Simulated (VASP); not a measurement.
Computed with r2SCAN+rVV10, VASP's PBE PAW potentials (set 64) (plane waves; VASP 6.6.1).

VASP ran on this input.

### KPOINTS
```
Automatic mesh
0
Gamma
7 7 1
0 0 0
```

### INCAR
```
# general
SYSTEM    =  MoS2 monolayer
PREC      =  Accurate
ENCUT     =  400
LREAL     =  .FALSE.
LASPH     =  .TRUE.

# electronic loop
EDIFF     =  1E-6
NELM      =  100
ALGO      =  Normal
LMAXMIX   =  4
LMIXTAU   =  .TRUE.

# smearing
ISMEAR    =  0
SIGMA     =  0.05

# functional
METAGGA   =  R2SCAN
LUSE_VDW  =  .TRUE.
BPARAM    =  11.95
CPARAM    =  0.0093

# ions
IBRION    =  2
NSW       =  60
ISIF      =  4
EDIFFG    =  -0.02

# output
LWAVE     =  .FALSE.
LCHARG    =  .FALSE.
```

**POSCAR**
```
MoS2 monolayer
1
    3.1416469143     0.0000000000    -0.0000000000
   -1.5708234572     2.7207458030     0.0000000000
   -0.0000000000     0.0000000000    19.3980709876
Mo S
1 2
Direct
  0.6666670000   0.3333330000   0.5000000000
  0.3333330000   0.6666670000   0.5802560073
  0.3333330000   0.6666670000   0.4197439927
```

POTCAR, in this order: Mo_sv S (PBE.64 set). Program: vasp_std.

Output

OSZICAR:
```
...
DAV:  54    -0.443376331017E+02    0.39864E-04   -0.49365E-06   272   0.187E-02    0.612E-02
DAV:  55    -0.443380519276E+02   -0.41883E-03   -0.52686E-05   272   0.548E-02    0.422E-02
DAV:  56    -0.443385170895E+02   -0.46516E-03   -0.15631E-03   272   0.304E-01    0.221E-02
DAV:  57    -0.443382691459E+02    0.24794E-03   -0.10397E-04   300   0.104E-01    0.120E-02
DAV:  58    -0.443382720517E+02   -0.29058E-05   -0.40908E-04   272   0.209E-01    0.845E-03
DAV:  59    -0.443382956556E+02   -0.23604E-04   -0.19902E-05   272   0.479E-02    0.646E-03
DAV:  60    -0.443381772661E+02    0.11839E-03   -0.16765E-05   288   0.456E-02    0.463E-03
DAV:  61    -0.443384080505E+02   -0.23078E-03   -0.32061E-04   272   0.163E-01    0.835E-03
DAV:  62    -0.443384646571E+02   -0.56607E-04   -0.35966E-05   314   0.555E-02    0.636E-03
DAV:  63    -0.443384652022E+02   -0.54512E-06   -0.65223E-06   302   0.259E-02
   1 F= -.44338465E+02 E0= -.44338465E+02  d E =-.443385E+02
       N       E                     dE             d eps       ncg     rms          rms(c)
DAV:   1    -0.443571831226E+02   -0.18718E-01   -0.92851E-01   272   0.763E+00    0.937E-01
DAV:   2    -0.443525974235E+02    0.45857E-02   -0.87709E-02   273   0.202E+00    0.520E-01
DAV:   3    -0.443452597363E+02    0.73377E-02   -0.11185E-02   272   0.892E-01    0.218E-01
DAV:   4    -0.443443275838E+02    0.93215E-03   -0.41972E-03   344   0.450E-01    0.134E-01
DAV:   5    -0.443444607006E+02   -0.13312E-03   -0.69239E-04   272   0.228E-01    0.391E-02
DAV:   6    -0.443445256267E+02   -0.64926E-04   -0.39026E-04   272   0.168E-01    0.245E-02
DAV:   7    -0.443447099997E+02   -0.18437E-03   -0.37362E-04   272   0.165E-01    0.134E-02
DAV:   8    -0.443449084709E+02   -0.19847E-03   -0.18215E-04   272   0.132E-01    0.553E-03
DAV:   9    -0.443450012616E+02   -0.92791E-04   -0.66890E-05   273   0.832E-02    0.394E-03
DAV:  10    -0.443451412592E+02   -0.14000E-03   -0.80052E-05   272   0.705E-02    0.397E-03
DAV:  11    -0.443451470427E+02   -0.57834E-05   -0.37911E-05   283   0.610E-02    0.275E-03
DAV:  12    -0.443451820377E+02   -0.34995E-04   -0.97481E-06   272   0.340E-02    0.894E-04
DAV:  13    -0.443451843695E+02   -0.23318E-05   -0.19440E-06   231   0.162E-02    0.473E-04
DAV:  14    -0.443451898528E+02   -0.54833E-05   -0.64957E-06   272   0.289E-02    0.105E-03
DAV:  15    -0.443451939106E+02   -0.40578E-05   -0.30106E-06   224   0.219E-02    0.453E-04
DAV:  16    -0.443451950694E+02   -0.11587E-05   -0.12245E-06   206   0.122E-02    0.358E-04
DAV:  17    -0.443451971357E+02   -0.20663E-05   -0.14399E-06   206   0.130E-02    0.541E-04
DAV:  18    -0.443451973625E+02   -0.22680E-06   -0.74384E-07   204   0.846E-03
   2 F= -.44345197E+02 E0= -.44345197E+02  d E =-.673216E-02
       N       E                     dE             d eps       ncg     rms          rms(c)
DAV:   1    -0.444115456777E+02   -0.66349E-01   -0.44074E+00   272   0.166E+01    0.195E+00
DAV:   2    -0.443736628316E+02    0.37883E-01   -0.39878E-01   280   0.424E+00    0.111E+00
DAV:   3    -0.443507715137E+02    0.22891E-01   -0.45547E-02   272   0.171E+00    0.473E-01
DAV:   4    -0.443489077156E+02    0.18638E-02   -0.17435E-02   344   0.921E-01    0.277E-01
DAV:   5    -0.443497030044E+02   -0.79529E-03   -0.28871E-03   273   0.444E-01    0.857E-02
DAV:   6    -0.443494259775E+02    0.27703E-03   -0.91632E-04   272   0.260E-01    0.549E-02
DAV:   7    -0.443496182222E+02   -0.19224E-03   -0.14786E-03   272   0.322E-01    0.262E-02
DAV:   8    -0.443503221785E+02   -0.70396E-03   -0.97011E-04   272   0.287E-01    0.117E-02
DAV:   9    -0.443505407036E+02   -0.21853E-03   -0.24698E-04   273   0.151E-01    0.899E-03
DAV:  10    -0.443508547206E+02   -0.31402E-03   -0.22556E-04   281   0.110E-01    0.897E-03
DAV:  11    -0.443509017726E+02   -0.47052E-04   -0.11982E-04   315   0.106E-01    0.523E-03
DAV:  12    -0.443509419923E+02   -0.40220E-04   -0.38160E-05   272   0.695E-02    0.189E-03
DAV:  13    -0.443509535456E+02   -0.11553E-04   -0.93062E-06   272   0.335E-02    0.155E-03
DAV:  14    -0.443509665780E+02   -0.13032E-04   -0.18505E-05   289   0.465E-02    0.227E-03
DAV:  15    -0.443509739699E+02   -0.73920E-05   -0.12262E-05   272   0.402E-02    0.920E-04
DAV:  16    -0.443509782182E+02   -0.42483E-05   -0.36656E-06   216   0.203E-02    0.886E-04
DAV:  17    -0.443509822134E+02   -0.39952E-05   -0.28286E-06   216   0.185E-02    0.107E-03
DAV:  18    -0.443509840180E+02   -0.18046E-05   -0.16698E-06   206   0.127E-02    0.389E-04
DAV:  19    -0.443509866155E+02   -0.25975E-05   -0.71573E-07   222   0.752E-03    0.342E-04
DAV:  20    -0.443509865098E+02    0.10563E-06   -0.87586E-08   178   0.341E-03
   3 F= -.44350987E+02 E0= -.44350987E+02  d E =-.125213E-01
       N       E                     dE             d eps       ncg     rms          rms(c)
DAV:   1    -0.443510338897E+02   -0.47274E-04   -0.37853E-03   272   0.488E-01    0.613E-02
DAV:   2    -0.443509005922E+02    0.13330E-03   -0.39568E-04   315   0.135E-01    0.338E-02
DAV:   3    -0.443509768256E+02   -0.76233E-04   -0.82180E-05   273   0.726E-02    0.137E-02
DAV:   4    -0.443509783112E+02   -0.14855E-05   -0.20705E-05   272   0.347E-02    0.920E-03
DAV:   5    -0.443509808348E+02   -0.25237E-05   -0.52632E-06   272   0.201E-02    0.250E-03
DAV:   6    -0.443509805825E+02    0.25231E-06   -0.32626E-06   246   0.158E-02
   4 F= -.44350981E+02 E0= -.44350981E+02  d E =-.125154E-01
       N       E                     dE             d eps       ncg     rms          rms(c)
DAV:   1    -0.443514171546E+02   -0.43632E-03   -0.39881E-02   272   0.167E+00    0.182E-01
DAV:   2    -0.443506867081E+02    0.73045E-03   -0.40388E-03   340   0.394E-01    0.113E-01
DAV:   3    -0.443505778751E+02    0.10883E-03   -0.78143E-04   281   0.228E-01    0.695E-02
DAV:   4    -0.443508063872E+02   -0.22851E-03   -0.46290E-04   280   0.184E-01    0.398E-02
DAV:   5    -0.443506879807E+02    0.11841E-03   -0.12191E-04   341   0.816E-02    0.139E-02
DAV:   6    -0.443508096904E+02   -0.12171E-03   -0.39469E-05   299   0.491E-02    0.892E-03
DAV:   7    -0.443508011880E+02    0.85024E-05   -0.88547E-06   272   0.265E-02    0.342E-03
DAV:   8    -0.443508569270E+02   -0.55739E-04   -0.26814E-05   316   0.437E-02    0.423E-03
DAV:   9    -0.443508779776E+02   -0.21051E-04   -0.49167E-06   309   0.219E-02    0.302E-03
DAV:  10    -0.443508935788E+02   -0.15601E-04   -0.26620E-06   265   0.116E-02    0.133E-03
DAV:  11    -0.443509023386E+02   -0.87598E-05   -0.33831E-06   274   0.167E-02    0.565E-04
DAV:  12    -0.443509044861E+02   -0.21475E-05   -0.62167E-07   204   0.751E-03    0.439E-04
DAV:  13    -0.443509070866E+02   -0.26005E-05   -0.40776E-07   248   0.472E-03    0.141E-04
DAV:  14    -0.443509072524E+02   -0.16585E-06   -0.44103E-07   231   0.630E-03
   5 F= -.44350907E+02 E0= -.44350907E+02  d E =0.733301E-04
       N       E                     dE             d eps       ncg     rms          rms(c)
DAV:   1    -0.443512301913E+02   -0.32310E-03   -0.13047E-02   272   0.956E-01    0.105E-01
DAV:   2    -0.443510139414E+02    0.21625E-03   -0.12942E-03   340   0.221E-01    0.637E-02
DAV:   3    -0.443509831217E+02    0.30820E-04   -0.23224E-04   291   0.116E-01    0.406E-02
DAV:   4    -0.443510350225E+02   -0.51901E-04   -0.10929E-04   315   0.841E-02    0.229E-02
DAV:   5    -0.443509272260E+02    0.10780E-03   -0.70878E-05   300   0.748E-02    0.805E-03
DAV:   6    -0.443510175865E+02   -0.90360E-04   -0.20687E-05   273   0.432E-02    0.493E-03
DAV:   7    -0.443510323448E+02   -0.14758E-04   -0.56850E-06   270   0.248E-02    0.191E-03
DAV:   8    -0.443510452611E+02   -0.12916E-04   -0.43001E-06   289   0.197E-02    0.199E-03
DAV:   9    -0.443510655261E+02   -0.20265E-04   -0.57110E-06   317   0.220E-02    0.117E-03
DAV:  10    -0.443510718358E+02   -0.63097E-05   -0.16296E-06   282   0.102E-02    0.596E-04
DAV:  11    -0.443510726064E+02   -0.77053E-06   -0.70461E-07   247   0.721E-03
   6 F= -.44351073E+02 E0= -.44351073E+02  d E =-.920239E-04
```

OUTCAR:
```
------------------------ aborting loop because EDIFF is reached ----------------------------------------
  FORCE on cell =-STRESS in cart. coord.  units (eV):
  Direction    XX          YY          ZZ          XY          YZ          ZX
  --------------------------------------------------------------------------------------
  Total       -0.0907682     -0.0907682     -0.0984863      0.0000000      0.0000000      0.0000000
  in kB       -0.8770822     -0.8770820     -0.9516619      0.0000000      0.0000000      0.0000000
  external PRESSURE =      -0.9019420 kB  Pullay stress =       0.0000000 kB
  volume of cell :      165.81
      direct lattice vectors                 reciprocal lattice vectors
     3.173854391 -0.000000000  0.000000000     0.315074316  0.181908258  0.000000000
    -1.586927196  2.748638267 -0.000000000     0.000000000  0.363816517  0.000000000
    -0.000000000 -0.000000000 19.006375221     0.000000000  0.000000000  0.052613925
 POSITION                                       TOTAL-FORCE (eV/Angst)
 -----------------------------------------------------------------------------------
      1.58693      0.91621      9.50319        -0.000000     -0.000000     -0.000000
     -0.00000      1.83243     11.05913         0.000000      0.000000      0.000890
     -0.00000      1.83243      7.94724         0.000000      0.000000     -0.000890
 -----------------------------------------------------------------------------------
    total drift:                               -0.001355      0.000785      0.000000
  FREE ENERGIE OF THE ION-ELECTRON SYSTEM (eV)
  ---------------------------------------------------
  free  energy   TOTEN  =       -44.3510726064 eV

  energy  without entropy=      -44.3510726064  energy(sigma->0) =      -44.35107261

 reached required accuracy - stopping structural energy minimisation
```
(Selected blocks of OUTCAR.)

File CONTCAR:
```
MoS2 monolayer
   1.00000000000000
     3.1738543911675294   -0.0000000000032480    0.0000000000000000
    -1.5869271956370903    2.7486382673714140   -0.0000000000000000
    -0.0000000000000000   -0.0000000000000000   19.0063752209468646
  Mo              S
     1     2
Direct
     0.6666669999999968    0.3333330000000032    0.5000000000000000
     0.3333330000000032    0.6666669999999968    0.5818643083231553
     0.3333330000000032    0.6666669999999968    0.4181356916768447
```

The cell holds a wide vacuum, so values per volume refer to the whole cell.

The cell is a sheet with vacuum, built from a generated structure.
